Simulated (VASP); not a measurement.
Output of a VASP run:

File OSZICAR:
```
       N       E                     dE             d eps       ncg     rms          rms(c)
DAV:   1     0.173555742951E+03    0.17356E+03   -0.97750E+03   812   0.146E+03
DAV:   2     0.104266912690E+02   -0.16313E+03   -0.16011E+03   854   0.363E+02
DAV:   3    -0.438559287437E+01   -0.14812E+02   -0.14736E+02  1076   0.112E+02
DAV:   4    -0.478433126086E+01   -0.39874E+00   -0.39841E+00   884   0.223E+01
DAV:   5    -0.480078382118E+01   -0.16453E-01   -0.16452E-01  1190   0.443E+00    0.415E+00
DAV:   6    -0.386276950341E+01    0.93801E+00   -0.33495E+00  1138   0.130E+01    0.269E+00
DAV:   7    -0.387047706310E+01   -0.77076E-02   -0.20105E-01   836   0.255E+00    0.189E+00
DAV:   8    -0.387117952868E+01   -0.70247E-03   -0.27472E-02   842   0.199E+00    0.684E-01
DAV:   9    -0.386978470827E+01    0.13948E-02   -0.43846E-03  1072   0.618E-01    0.235E-01
DAV:  10    -0.386993921411E+01   -0.15451E-03   -0.66001E-04   842   0.243E-01    0.114E-01
DAV:  11    -0.386993475669E+01    0.44574E-05   -0.40192E-05   926   0.870E-02    0.737E-03
DAV:  12    -0.386993481010E+01   -0.53410E-07   -0.18475E-06  1200   0.149E-02    0.427E-03
DAV:  13    -0.386993498065E+01   -0.17056E-06   -0.46721E-07   872   0.838E-03    0.115E-03
DAV:  14    -0.386993497156E+01    0.90911E-08   -0.26284E-08   550   0.198E-03
   1 F= -.38699350E+01 E0= -.38699350E+01  d E =0.000000E+00
```

**OUTCAR**
```
------------------------ aborting loop because EDIFF is reached ----------------------------------------
  FORCE on cell =-STRESS in cart. coord.  units (eV):
  Direction    XX          YY          ZZ          XY          YZ          ZX
  --------------------------------------------------------------------------------------
  Total        0.0120899      0.0120899      0.0120899     -0.0000000     -0.0000000      0.0000000
  in kB        0.3296437      0.3296437      0.3296437     -0.0000000     -0.0000000      0.0000000
  external PRESSURE =       0.3296437 kB  Pullay stress =       0.0000000 kB
  volume of cell :       58.76
      direct lattice vectors                 reciprocal lattice vectors
     0.000000000  3.085695922  3.085695922    -0.162038001  0.162038001  0.162038001
     3.085695922  0.000000000  3.085695922     0.162038001 -0.162038001  0.162038001
     3.085695922  3.085695922  0.000000000     0.162038001  0.162038001 -0.162038001
  FREE ENERGIE OF THE ION-ELECTRON SYSTEM (eV)
  ---------------------------------------------------
  free  energy   TOTEN  =        -3.8699349716 eV

  energy  without entropy=       -3.8699349716  energy(sigma->0) =       -3.86993497

 total charge

# of ion       s       p       d       tot
------------------------------------------
    1        1.502   0.460   9.833  11.795
    2        1.365   2.356   0.000   3.720
--------------------------------------------------
tot          2.867   2.815   9.833  15.515
```
(Selected blocks of OUTCAR.)

**POSCAR**
```
PbS
1
    0.0000000000     3.0856959224     3.0856959224
    3.0856959224     0.0000000000     3.0856959224
    3.0856959224     3.0856959224     0.0000000000
Pb S
1 1
Direct
  0.0000000000   0.0000000000   0.0000000000
  0.5000000000   0.5000000000   0.5000000000
```

Reconstruct the remaining input files.

This is not unique; one that fits is the input of the run itself, vdW-DF2, plane waves, VASP's PBE PAW potentials (set 64).

**INCAR**
```
! general
SYSTEM  =PbS
PREC    =Accurate
ENCUT   =520   ! plane-wave cut-off (eV)
LREAL   =.False.
LASPH   =.True.   ! aspherical one-centre terms

! electronic loop
EDIFF   =1E-7   ! SCF stop (eV)
NELM    =100
ALGO    =Normal   ! blocked Davidson
LMAXMIX =4

! smearing
ISMEAR  =-5   ! tetrahedra, Bloechl

! functional
GGA     =ML
LUSE_VDW=.True.
AGGAC   =0.0
ZAB_VDW =-1.8867

! ions
ISIF    =2   ! forces and stress, cell fixed

! output
LWAVE   =.False.
LCHARG  =.True.
LORBIT  =11
NEDOS   =601   ! DOS grid
```

### KPOINTS
```
kpoints
0
G
  8 8 8
0 0 0
```

POTCAR, in this order: Pb_d S (PBE.64 set). Program: vasp_std.

The compound is PbS in the rock salt structure. It was relaxed first, which changed the volume by +12 %.
